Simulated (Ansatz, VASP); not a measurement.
# HfO2: VASP beside Ansatz

One calculation is typed for both programs; each brings its own data sets. How far apart do they land? The cell is taken from a series of runs on this material, whose earlier steps may have relaxed, scaled, displaced or heated it; both programs get it as it stands.

Program: Ansatz 0.2.0. Level of theory: plane waves, with VASP 6.6.1 beside it; zone-centre phonons at LDA. Results are calculated unless marked as measured.

## Step 1: Set-up

The structure is orthorhombic, space group Immm (No. 71). The conventional cell has a = 3.514 Å, b = 3.572 Å, c = 4.998 Å, α = 90.00°, β = 90.00°, γ = 90.00°. Nearest to O lie 4 Hf at 2.16 to 2.18 Å. Nearest to Hf lie 8 O at 2.16 to 2.18 Å. Farther neighbours and most contacts between anions are not listed.

Coordinates:

```
O Hf
1.0
     0.02038    2.50549    2.49918
     2.50549    0.02038    2.49918
     2.52587    2.52587    0.00000
O Hf
2 1
Cartesian
  1.2629 1.2629 1.2430
  3.7888 3.7888 3.7554
  0.0000 0.0000 0.0000
```

## Step 2: VASP: zone-centre phonons, LDA, pair 1

Second derivatives magnify differences that forces hide, and they need a tight electronic threshold.

Lines of VASP's logs that name or quote its potential files are left out, and so is its time.

Input file INCAR:

```
SYSTEM = HfO2
PREC = Accurate
ENCUT = 600
EDIFF = 1E-08
NELM = 120
ISMEAR = 0
SIGMA = 0.01
LREAL = .FALSE.
ALGO = Normal
GGA = PW92
NBANDS = 17
LASPH = .TRUE.
LORBIT = 11
LWAVE = .FALSE.
LCHARG = .FALSE.
ISIF = 2
IBRION = 8
GGA_COMPAT = .FALSE.
EFERMI = MIDGAP
KPAR = 2
```

Input file POSCAR:

```
HfO2
1.0
    0.0203828664      2.5054920453      2.4991807531
    2.5054920453      0.0203828664      2.4991807531
    2.5258749117      2.5258749117      0.0000000000
O Hf
2 1
Direct
    0.2486761629      0.2486761629      0.2513238371
    0.7513238371      0.7513238371      0.7486761629
    0.0000000000      0.0000000000      0.0000000000
```

Input file KPOINTS:

```
Automatic mesh
0
Gamma
8 8 8
0 0 0
```

The projector-augmented-wave data sets are O and Hf_pv (LDA family, release 64).

Launch:

```
> mpirun -np 2 vasp_std
```

Numbers of over 12 decimals in the logs are rounded to 6 here.

Log:

```text
[banner, memory and clock lines left out]
running    2 mpi-ranks, on    1 nodes
 distrk:  each k-point on    1 cores,    2 groups
 distr:  one band on    1 cores,    1 groups

 POSCAR found type information on POSCAR O Hf
 POSCAR found :  2 types and       3 ions
|                                                                             |
|               ----> ADVICE to this user running VASP <----                  |
|                                                                             |
|     You enforced a specific xc type in the INCAR file but a different       |
|     [... a line on the potential file left out ...]
|     I HOPE YOU KNOW WHAT YOU ARE DOING!                                     |
|                                                                             |

 LDA part: xc-table for (Slater(with rela. corr.)+PW92), standard interpolation
 POSCAR, INCAR and KPOINTS ok, starting setup
 FFT: planning ... GRIDC
 FFT: planning ... GRID_SOFT
 FFT: planning ... GRID
 WAVECAR not read
 entering main loop
       N       E                     dE             d eps       ncg     rms          rms(c)
DAV:   1     0.987445298641E+02    0.98745E+02   -0.13975E+04  3230   0.144E+03
DAV:   2    -0.346366726318E+02   -0.13338E+03   -0.12976E+03  4234   0.315E+02
DAV:   3    -0.386749772748E+02   -0.40383E+01   -0.40261E+01  3767   0.494E+01
DAV:   4    -0.386985584521E+02   -0.23581E-01   -0.23575E-01  4196   0.411E+00
DAV:   5    -0.386987039247E+02   -0.14547E-03   -0.14546E-03  3888   0.303E-01    0.536E+01
DAV:   6    -0.332997078925E+02    0.53990E+01   -0.22333E+01  3315   0.340E+01    0.456E+01
DAV:   7    -0.331483677336E+02    0.15134E+00   -0.72914E-01  3687   0.728E+00    0.303E+01
DAV:   8    -0.330994371700E+02    0.48931E-01   -0.22599E-01  3296   0.446E+00    0.817E+00
DAV:   9    -0.330835030728E+02    0.15934E-01   -0.44374E-02  3386   0.184E+00    0.247E+00
DAV:  10    -0.330831682591E+02    0.33481E-03   -0.22903E-03  4039   0.371E-01    0.731E-02
DAV:  11    -0.330831603952E+02    0.78639E-05   -0.12498E-04  3865   0.915E-02    0.581E-02
DAV:  12    -0.330831610916E+02   -0.69640E-06   -0.64174E-06  4081   0.199E-02    0.225E-02
DAV:  13    -0.330831611486E+02   -0.57088E-07   -0.16658E-07  4055   0.367E-03    0.298E-03
DAV:  14    -0.330831611507E+02   -0.20937E-08   -0.31539E-09  2543   0.559E-04
   1 F= -.33083161E+02 E0= -.33083161E+02  d E =0.000000E+00
 Linear response reoptimize wavefunctions to high precision
DAV:   1    -0.330831611511E+02   -0.38813E-09   -0.89915E-10  2773   0.287E-04
DAV:   2    -0.330831611511E+02   -0.29559E-11   -0.96637E-11  1838   0.817E-05
 Linear response DOF=           4
 Linear response progress:
  Degree of freedom:   1/  4
       N       E                     dE             d eps       ncg     rms          rms(c)
RMM:   1    -0.369917180715E+00   -0.36992E+00    0.22625E-01 19352   0.379E+00
RMM:   2    -0.358261311217E+00    0.11656E-01   -0.10596E-02 13681   0.689E-01    0.749E-01
RMM:   3    -0.359519533160E+00   -0.12582E-02   -0.91229E-04 12926   0.189E-01    0.448E-01
RMM:   4    -0.361661345965E+00   -0.21418E-02   -0.79492E-04 13155   0.183E-01    0.488E-02
RMM:   5    -0.361412735692E+00    0.24861E-03   -0.38303E-05 15330   0.366E-02    0.273E-02
RMM:   6    -0.361375691821E+00    0.37044E-04   -0.17475E-06 16239   0.622E-03    0.262E-02
RMM:   7    -0.361371884573E+00    0.38072E-05   -0.18656E-07 16140   0.165E-03    0.138E-02
RMM:   8    -0.361367298293E+00    0.45863E-05   -0.15693E-07 15332   0.205E-03    0.864E-03
RMM:   9    -0.361370256955E+00   -0.29587E-05   -0.99117E-08 16237   0.464E-04    0.264E-03
RMM:  10    -0.361370707516E+00   -0.45056E-06   -0.10886E-07 17348   0.170E-04    0.186E-04
RMM:  11    -0.361370621043E+00    0.86474E-07   -0.35896E-08 17373   0.124E-04    0.648E-04
RMM:  12    -0.361370581026E+00    0.40017E-07   -0.25662E-07 17813   0.106E-04    0.118E-04
RMM:  13    -0.361370581099E+00   -0.73532E-10   -0.25992E-07 17390   0.979E-05    0.209E-06
RMM:  14    -0.361370582865E+00   -0.17658E-08   -0.25865E-07 15009   0.960E-05    0.148E-05
RMM:  15    -0.361370582937E+00   -0.71965E-10   -0.26345E-07 12766   0.956E-05    0.434E-06
RMM:  16    -0.361370582377E+00    0.56056E-09   -0.27337E-07 11472   0.954E-05    0.180E-06
RMM:  17    -0.361370582348E+00    0.28215E-10   -0.27600E-07 11459   0.954E-05    0.135E-06
RMM:  18    -0.361370582172E+00    0.17676E-09   -0.27668E-07 11497   0.953E-05    0.258E-07
RMM:  19    -0.361370582164E+00    0.78096E-11   -0.27933E-07 11389   0.953E-05    0.786E-08
 first order change of Fermi-energy   0.25773E-04
 force on displaced ion       1 direction 1 : -11.695   0.173  -0.008
 Linear response progress:
  Degree of freedom:   2/  4
       N       E                     dE             d eps       ncg     rms          rms(c)
RMM:   1    -0.370043075449E+00   -0.37004E+00    0.22444E-01  6926   0.379E+00
RMM:   2    -0.358280404320E+00    0.11763E-01   -0.10613E-02  5012   0.688E-01    0.748E-01
RMM:   3    -0.359542793146E+00   -0.12624E-02   -0.90971E-04  4687   0.189E-01    0.447E-01
RMM:   4    -0.361683736125E+00   -0.21409E-02   -0.79093E-04  4759   0.183E-01    0.484E-02
RMM:   5    -0.361436332900E+00    0.24740E-03   -0.37880E-05  5493   0.364E-02    0.271E-02
RMM:   6    -0.361398852603E+00    0.37480E-04   -0.16782E-06  5811   0.625E-03    0.258E-02
RMM:   7    -0.361396414102E+00    0.24385E-05   -0.11737E-07  5776   0.137E-03    0.204E-02
RMM:   8    -0.361390919287E+00    0.54948E-05   -0.11731E-07  5564   0.212E-03    0.925E-03
RMM:   9    -0.361393082736E+00   -0.21634E-05   -0.28758E-08  5801   0.611E-04    0.476E-03
RMM:  10    -0.361393982877E+00   -0.90014E-06   -0.14211E-08  6119   0.202E-04    0.176E-03
RMM:  11    -0.361394294031E+00   -0.31115E-06   -0.12775E-08  6112   0.133E-04    0.947E-04
RMM:  12    -0.361394168102E+00    0.12593E-06   -0.39167E-09  6299   0.975E-05    0.422E-04
RMM:  13    -0.361394159157E+00    0.89457E-08   -0.35006E-08  6537   0.855E-05    0.337E-05
 first order change of Fermi-energy   0.43265E-02
 force on displaced ion       1 direction 3 :  -0.000  -0.000 -11.882
 Linear response progress:
  Degree of freedom:   3/  4
       N       E                     dE             d eps       ncg     rms          rms(c)
RMM:   1    -0.230254484384E+00   -0.23025E+00    0.22258E+00  6144   0.954E+00
RMM:   2    -0.222812662128E+00    0.74418E-02   -0.27673E-02  7675   0.114E+00    0.865E-01
RMM:   3    -0.222024245187E+00    0.78842E-03   -0.10054E-03  9488   0.150E-01    0.450E-01
RMM:   4    -0.221421583736E+00    0.60266E-03   -0.11128E-04 10366   0.592E-02    0.208E-01
RMM:   5    -0.221079232554E+00    0.34235E-03   -0.20228E-05 10626   0.276E-02    0.213E-02
RMM:   6    -0.221096785737E+00   -0.17553E-04   -0.24867E-06 10273   0.906E-03    0.168E-02
RMM:   7    -0.221101300143E+00   -0.45144E-05   -0.35336E-07 11421   0.221E-03    0.125E-02
RMM:   8    -0.221100104509E+00    0.11956E-05   -0.48587E-06 10826   0.858E-04    0.100E-03
RMM:   9    -0.221099763645E+00    0.34086E-06   -0.43703E-06 11815   0.354E-04    0.397E-05
RMM:  10    -0.221100053899E+00   -0.29025E-06   -0.24857E-06 11034   0.186E-04    0.205E-05
RMM:  11    -0.221100107788E+00   -0.53889E-07   -0.12193E-06 11637   0.131E-04    0.835E-05
RMM:  12    -0.221100111141E+00   -0.33527E-08   -0.69127E-07 11479   0.107E-04    0.429E-05
RMM:  13    -0.221100124974E+00   -0.13834E-07   -0.33455E-07 10672   0.980E-05    0.230E-05
RMM:  14    -0.221100123504E+00    0.14702E-08   -0.21521E-07  9736   0.927E-05    0.103E-05
RMM:  15    -0.221100127604E+00   -0.40996E-08   -0.13802E-07  9121   0.905E-05    0.390E-06
RMM:  16    -0.221100127983E+00   -0.37917E-09   -0.11735E-07  8539   0.892E-05    0.260E-06
RMM:  17    -0.221100128672E+00   -0.68908E-09   -0.90144E-08  8265   0.888E-05    0.125E-06
 first order change of Fermi-energy   0.57134E-05
 force on displaced ion       3 direction 1 :  -5.849   0.444   0.000
 Linear response progress:
  Degree of freedom:   4/  4
       N       E                     dE             d eps       ncg     rms          rms(c)
RMM:   1    -0.230436215519E+00   -0.23044E+00    0.22226E+00  4017   0.949E+00
RMM:   2    -0.222836903246E+00    0.75993E-02   -0.27924E-02  4863   0.114E+00    0.862E-01
RMM:   3    -0.222050528906E+00    0.78637E-03   -0.10145E-03  5864   0.151E-01    0.448E-01
RMM:   4    -0.221449804491E+00    0.60072E-03   -0.11463E-04  6355   0.593E-02    0.207E-01
RMM:   5    -0.221108137441E+00    0.34167E-03   -0.20674E-05  6569   0.279E-02    0.214E-02
RMM:   6    -0.221122541222E+00   -0.14404E-04   -0.25348E-06  6345   0.924E-03    0.173E-02
RMM:   7    -0.221127378883E+00   -0.48377E-05    0.27974E-07  6849   0.296E-03    0.147E-02
RMM:   8    -0.221129159138E+00   -0.17803E-05   -0.49773E-06  6847   0.881E-04    0.579E-03
RMM:   9    -0.221127811830E+00    0.13473E-05   -0.36692E-06  6855   0.523E-04    0.133E-04
RMM:  10    -0.221127891082E+00   -0.79253E-07   -0.26257E-06  7283   0.216E-04    0.771E-05
RMM:  11    -0.221128020155E+00   -0.12907E-06   -0.15376E-06  7039   0.140E-04    0.116E-05
RMM:  12    -0.221128033704E+00   -0.13549E-07   -0.71801E-07  7076   0.110E-04    0.495E-05
RMM:  13    -0.221128042714E+00   -0.90100E-08   -0.55713E-07  6751   0.985E-05    0.313E-05
RMM:  14    -0.221128043593E+00   -0.87919E-09   -0.14532E-07  5997   0.920E-05    0.257E-05
RMM:  15    -0.221128046199E+00   -0.26059E-08   -0.20178E-07  5576   0.891E-05    0.256E-06
RMM:  16    -0.221128048601E+00   -0.24019E-08   -0.37690E-08  5386   0.877E-05    0.211E-06
 first order change of Fermi-energy   0.49564E-04
 force on displaced ion       3 direction 3 :  -0.000  -0.000  -5.894
 Linear response finished
```

From OUTCAR (step 2):

```text
ion  position               nearest neighbor table
   1  0.249  0.249  0.251-   3 2.16   3 2.16   3 2.18   3 2.18
   2  0.751  0.751  0.749-   3 2.16   3 2.16   3 2.18   3 2.18
   3  0.000  0.000  0.000-   2 2.16   2 2.16   1 2.16   1 2.16   2 2.18   1 2.18   2 2.18   1 2.18

  LATTYP: Found a body centered orthorhombic cell.
 ALAT       =     3.5144751048
 B/A-ratio  =     1.0164040007
 C/A-ratio  =     1.4222213438

 Subroutine GETGRP returns: Found  8 space group operations
 (whereof  8 operations were pure point group operations)

The static configuration has the point symmetry D_2h.

 Found     95 irreducible k-points:

   k-points           NKPTS =     95   k-points in BZ     NKDIM =     95   number of bands    NBANDS=     17

   dimension x,y,z NGX =    28 NGY =   28 NGZ =   30
   dimension x,y,z NGXF=    56 NGYF=   56 NGZF=   60

   ENCUT  =  600.0 eV  44.10 Ry    6.64 a.u.   7.07  7.07  7.13*2*pi/ulx,y,z

   NELECT =      22.0000    total number of electrons

 k-points in reciprocal lattice and weights: Automatic mesh
   0.00000000  0.00000000  0.00000000       0.002
   0.12500000 -0.00000000  0.00000000       0.008
   0.25000000 -0.00000000  0.00000000       0.008
   0.37500000 -0.00000000  0.00000000       0.008
   0.50000000 -0.00000000  0.00000000       0.004
   0.12500000  0.12500000  0.00000000       0.004
   0.25000000  0.12500000  0.00000000       0.008
   0.37500000  0.12500000  0.00000000       0.008
   0.50000000  0.12500000  0.00000000       0.008
[...]
0.25000000  0.25000000  0.50000000       0.004
  -0.25000000  0.25000000  0.50000000       0.004

 average (electrostatic) potential at core
       1 -70.3599       2 -70.3599       3 -37.1776

  Total       -1.0006117     -1.0006117     -0.7579574     -0.2346610      0.0000000      0.0000000
  in kB      -51.0965051    -51.0965051    -38.7052990    -11.9830279      0.0000000      0.0000000
  external PRESSURE =     -46.9661030 kB  Pullay stress =       0.0000000 kB

  energy-cutoff  :      600.00
  volume of cell :       31.38
      direct lattice vectors                 reciprocal lattice vectors
     0.020382866  2.505492045  2.499180753    -0.201198404  0.201198404  0.200065561
     2.505492045  0.020382866  2.499180753     0.201198404 -0.201198404  0.200065561
     2.525874912  2.525874912  0.000000000     0.197951212  0.197951212 -0.200065561

 POSITION                                       TOTAL-FORCE (eV/Angst)
 -----------------------------------------------------------------------------------
      1.26294      1.26294      1.24297        -0.000000     -0.000000      0.008019
      3.78881      3.78881      3.75539         0.000000      0.000000     -0.008019
      0.00000      0.00000      0.00000         0.000000     -0.000000      0.000000
 -----------------------------------------------------------------------------------
    total drift:                               -0.000000      0.000000     -0.000000

 Eigenvectors and eigenvalues of the dynamical matrix
 ----------------------------------------------------

   1 f  =   17.832342 THz   112.043907 2PiTHz  594.822890 cm-1    73.748606 meV
             X         Y         Z           dx          dy          dz
      1.262937  1.262937  1.242973     0.000000   -0.000000   -0.707107
      3.788812  3.788812  3.755388    -0.000000    0.000000    0.707107
      0.000000  0.000000  0.000000     0.000000   -0.000000    0.000000

   2 f  =   17.737112 THz   111.445561 2PiTHz  591.646368 cm-1    73.354768 meV
             X         Y         Z           dx          dy          dz
      1.262937  1.262937  1.242973     0.500000   -0.500000    0.000000
      3.788812  3.788812  3.755388    -0.500000    0.500000   -0.000000
      0.000000  0.000000  0.000000     0.000000    0.000000    0.000000

   3 f  =   17.627946 THz   110.759651 2PiTHz  588.004986 cm-1    72.903294 meV
             X         Y         Z           dx          dy          dz
      1.262937  1.262937  1.242973    -0.500000   -0.500000    0.000000
      3.788812  3.788812  3.755388     0.500000    0.500000   -0.000000
      0.000000  0.000000  0.000000    -0.000000    0.000000    0.000000

   4 f  =    7.520539 THz    47.252939 2PiTHz  250.858170 cm-1    31.102435 meV
             X         Y         Z           dx          dy          dz
      1.262937  1.262937  1.242973    -0.460338    0.460338   -0.000000
      3.788812  3.788812  3.755388    -0.460338    0.460338   -0.000000
      0.000000  0.000000  0.000000     0.276005   -0.276005    0.000000

   5 f  =    7.284964 THz    45.772776 2PiTHz  243.000227 cm-1    30.128175 meV
             X         Y         Z           dx          dy          dz
      1.262937  1.262937  1.242973     0.000000   -0.000000   -0.651130
      3.788812  3.788812  3.755388     0.000000   -0.000000   -0.651130
      0.000000  0.000000  0.000000    -0.000000   -0.000000    0.389948

   6 f  =    6.975018 THz    43.825330 2PiTHz  232.661552 cm-1    28.846343 meV
             X         Y         Z           dx          dy          dz
      1.262937  1.262937  1.242973    -0.460400   -0.460400   -0.000000
      3.788812  3.788812  3.755388    -0.460400   -0.460400    0.000000
      0.000000  0.000000  0.000000     0.275798    0.275798    0.000000

   7 f/i=    0.000334 THz     0.002098 2PiTHz    0.011136 cm-1     0.001381 meV
             X         Y         Z           dx          dy          dz
      1.262937  1.262937  1.242973     0.000000    0.000000    0.275735
      3.788812  3.788812  3.755388     0.000000    0.000000    0.275735
      0.000000  0.000000  0.000000     0.000000    0.000000    0.920837

   8 f/i=    0.000997 THz     0.006264 2PiTHz    0.033255 cm-1     0.004123 meV
             X         Y         Z           dx          dy          dz
      1.262937  1.262937  1.242973    -0.195019   -0.195019    0.000000
      3.788812  3.788812  3.755388    -0.195019   -0.195019    0.000000
      0.000000  0.000000  0.000000    -0.651103   -0.651103    0.000000

   9 f/i=    0.003464 THz     0.021762 2PiTHz    0.115533 cm-1     0.014324 meV
             X         Y         Z           dx          dy          dz
      1.262937  1.262937  1.242973    -0.195165    0.195165   -0.000000
      3.788812  3.788812  3.755388    -0.195165    0.195165   -0.000000
      0.000000  0.000000  0.000000    -0.651016    0.651016   -0.000000

 ELASTIC MODULI CONTR FROM IONIC RELAXATION (kBar)
 Direction    XX          YY          ZZ          XY          YZ          ZX
 --------------------------------------------------------------------------------
 XX          -2.2559     -2.2559     -1.2402     26.4098      0.0000     -0.0000
 YY          -2.2559     -2.2559     -1.2402     26.4098      0.0000     -0.0000
 ZZ          -1.2402     -1.2402     -0.6818     14.5193      0.0000     -0.0000
 XY          26.4098     26.4098     14.5193   -309.1866     -0.0000      0.0000
 YZ           0.0000      0.0000      0.0000     -0.0000   -319.4908     51.8164
 ZX          -0.0000     -0.0000     -0.0000      0.0000     51.8164   -307.2627
 --------------------------------------------------------------------------------
```

Harder data sets than Hf_pv exist (the GW ones), and pressures, volumes and forces can shift noticeably with them.

(Part 1 of 2 ends here.)

[Lines on the potential files, build, host, timing and source positions are cut from VASP's logs without a mark.]

[Logs are printed without paths, hosts, clocks, repeated set-up lines and the standing remarks that a program may print on its own settings, such as how far it seeks lower states.]

[Hosts, paths, dates, database ids (printed as entryN), source tags and the programs' standing remarks are cut or masked in the printed files.]
